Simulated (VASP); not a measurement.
# BiTe under changes of volume

One of the cells (33.855 Å³/atom); the others are scaled copies at fixed shape and fractional positions:

```
Bi Te
1.0
     0.00000    3.23500    3.23500
     3.23500    0.00000    3.23500
     3.23500    3.23500    0.00000
Bi Te
1 1
Direct
  0.00000 0.00000 0.00000
  0.50000 0.50000 0.50000
```

| Quantity | Value |
| --- | --- |
| Program | VASP 6.6.1 |
| Functional | r2SCAN |
| Potentials or basis | VASP PAW PBE potentials, release 64 (Bi_d, Te) |
| Cutoff | 520 eV |
| k mesh | 6 × 6 × 6 |
| Occupations | fermi-dirac, width 0.05 eV |
| Spin | no spin polarisation |

```csv
volume (Å³/atom),energy over the lowest point (meV/atom),pressure (GPa)
32.501,9.42,2.2
33.178,?,?
33.855,0.00,0.0
34.532,1.77,-0.9
35.209,7.28,-1.8
```

Question: What does the run at 33.178 Å³/atom give?

Answer: Energy over the lowest point 2.39 meV/atom; pressure 1.0 GPa.

Worked out: A Birch-Murnaghan fit of order 2 (a polynomial in V^(-2/3)) to the other rows has its minimum at 33.90 Å³/atom with B0 = V·E''(V) = 49 GPa. It gives 2.41 meV/atom at 33.178 Å³/atom, against the run's 2.39, and -dE/dV = 1.1 GPa, against 1.0.

Energies are extrapolated to zero smearing.

Caveats: the PAW data sets were made with another functional, which shifts forces and pressure a little.
